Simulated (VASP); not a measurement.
Input:

```
CELL_PARAMETERS angstrom
      0.00000     3.01576     3.01576
      3.01576     0.00000     3.01576
      3.01576     3.01576     0.00000
ATOMIC_POSITIONS crystal
  In 0.75000 0.75000 0.75000
  As 0.00000 0.00000 0.00000
```

The numbers are results of LDA (Ceperley-Alder, Perdew-Zunger), VASP's LDA PAW potentials (set 64) (plane waves; VASP), not measurements. Numerical set-up: 400 eV cut-off, 10×10×10 Γ-centred mesh, first-order Methfessel-Paxton smearing of 0.10 eV, potentials In_d As.

Unless said otherwise, spin-orbit coupling is left out, though it shifts the bands of the heavy elements here.

Task: Estimate the energy per atom (σ→0), band gap (on the k-mesh) with the smallest direct gap where there is one.

Result: 
```
Item                                                        Result
------------------------  ----------------------------------------
band gap (on the k-mesh)  none (metal, semimetal or under 0.01 eV)
energy per atom (σ→0)                               -4.514 eV/atom
```

Only differences to runs with the same potentials and settings are physical.

The structure comes from a computed database's InAs entry (F-43m); how it stands against other phases isn't given here. It was relaxed first. The start is the result of an earlier pass.
